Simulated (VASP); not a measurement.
Consider the following.

```
Na
1.0
   -2.05404     2.05404     2.05404
    2.05404    -2.05404     2.05404
    2.05404     2.05404    -2.05404
Na
1
Direct
  0.00000   0.00000   0.00000
```

Computed with PW91 GGA, VASP's PBE PAW potentials (set 64) (plane waves; VASP). Numerical set-up: 520 eV cut-off, 12×12×12 Γ-centred mesh, first-order Methfessel-Paxton smearing of 0.10 eV, potentials Na_pv.

Task: Estimate the energy per atom (σ→0), band gap (on the k-mesh) with the smallest direct gap where there is one.

Result: 
```json
{
  "band gap (on the k-mesh)": "none (metal, semimetal or under 0.01 eV)",
  "energy per atom (σ→0)": "-1.296 eV/atom"
}
```

Total energies compare only between runs with the same potentials, cut-off and functional.

The compound is Na in the bcc structure. This cell is one point of a volume scan, at 0.94 of the reference volume.
